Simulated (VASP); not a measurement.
An input for Ansatz (written as the equivalent of a VASP run, and not itself run):

Ansatz 0.2 input:
```yaml
crystal:
  lattice:
    - [0.0000000, 2.5490410, 2.5490410]
    - [2.5490410, 0.0000000, 2.5490410]
    - [2.5490410, 2.5490410, 0.0000000]
  atoms:
    - { symbol: Hf, position: [0.0000000, 0.0000000, 0.0000000] }
    - { symbol: O, position: [0.7500000, 0.7500000, 0.7500000] }
    - { symbol: O, position: [0.2500000, 0.2500000, 0.2500000] }
kpoints:
  mp_grid: { grid: [12, 12, 12] }
hamiltonian:
  xc: pbe
  pseudopotentials: { kind: paw }
scf:
  occupations: { method: fermi_dirac, width: 0.05 }
  max_iter: 100
output: { forces: true, stress: true, eigenvalues: true }
```

Task: Translate this input to VASP (INCAR, KPOINTS, POSCAR, choice of POTCAR).

Result: This is not unique; one that fits is 
**INCAR**
```
SYSTEM = HfO2
PREC = Accurate
ENCUT = 400
EDIFF = 1E-6
NELM = 100
ALGO = Normal
LREAL = .FALSE.
LASPH = .TRUE.
ISMEAR = -1
SIGMA = 0.05
GGA = PE
LMAXMIX = 6
LWAVE = .FALSE.
LCHARG = .FALSE.
ISIF = 2
```

### POSCAR
```
HfO2
2.5490410
  0.0000000000   1.0000000000   1.0000000000
  1.0000000000   0.0000000000   1.0000000000
  1.0000000000   1.0000000000   0.0000000000
Hf O
1 2
Cartesian
  0.0000000000   0.0000000000   0.0000000000
  1.5000000000   1.5000000000   1.5000000000
  0.5000000000   0.5000000000   0.5000000000
```

File KPOINTS:
```
Regular mesh
0
gamma
12 12 12
```

POTCAR, in this order: Hf_pv O (PBE.64 set). Program: vasp_std.

Limits of the translation: each code has its own PAW files, so the cut-off isn't converted (ENCUT is set for VASP's; basis.ecutwfc is left out, and Ansatz then takes the one that its files recommend); Ansatz stops its SCF on the density residual and VASP on the energy change (EDIFF).

The structure comes from a computed database's HfO2 entry; how it stands against other phases isn't given here. The cell was not relaxed at this level. The run is one of a series of settings (KPOINTS 12×12×12 Γ-centred mesh against the base run), some of them coarse on purpose.
